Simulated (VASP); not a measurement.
An input for Ansatz (written as the equivalent of a VASP run, and not itself run):

Ansatz 0.2 input:
```yaml
crystal:
  lattice:
    - [0.0000000, 2.0859000, 2.0859000]
    - [2.0859000, 0.0000000, 2.0859000]
    - [2.0859000, 2.0859000, 0.0000000]
  atoms:
    - { symbol: Ag, position: [0.0000000, 0.0000000, 0.0000000] }
kpoints:
  mp_grid: { grid: [18, 18, 18] }
hamiltonian:
  xc: pbe
  pseudopotentials: { kind: paw }
scf:
  occupations: { method: methfessel_paxton, width: 0.1 }
  max_iter: 100
output: { forces: true, stress: true, eigenvalues: true }
```

Translate this input to VASP (INCAR, KPOINTS, POSCAR, choice of POTCAR).

One answer among several that fit: 
**INCAR**
```
# general
SYSTEM  = Ag
PREC    = Accurate
ENCUT   = 400
LREAL   = .False.
LASPH   = .True.

# electronic loop
EDIFF   = 1E-6
NELM    = 100
ALGO    = Normal
LMAXMIX = 4

# smearing
ISMEAR  = 1
SIGMA   = 0.1

# functional
GGA     = PE

# ions
ISIF    = 2

# output
LWAVE   = .False.
LCHARG  = .False.
```

KPOINTS:
```
kpoints
0
G
 18 18 18
```

**POSCAR**
```
Ag
4.17180
  0.0000000000   0.5000000000   0.5000000000
  0.5000000000   0.0000000000   0.5000000000
  0.5000000000   0.5000000000   0.0000000000
Ag
1
Cart
  0.0000000000   0.0000000000   0.0000000000
```

POTCAR, in this order: Ag (PBE.64 set). Program: vasp_std.

The two are equivalent in intent, not identical: each code has its own PAW files, so the cut-off isn't converted (ENCUT is set for VASP's; basis.ecutwfc is left out, and Ansatz then takes the one that its files recommend); Ansatz stops its SCF on the density residual and VASP on the energy change (EDIFF).

The compound is Ag in the fcc structure. The cell was not relaxed at this level. The run is one of a series of settings (KPOINTS 18×18×18 Γ-centred mesh against the base run), some of them coarse on purpose.
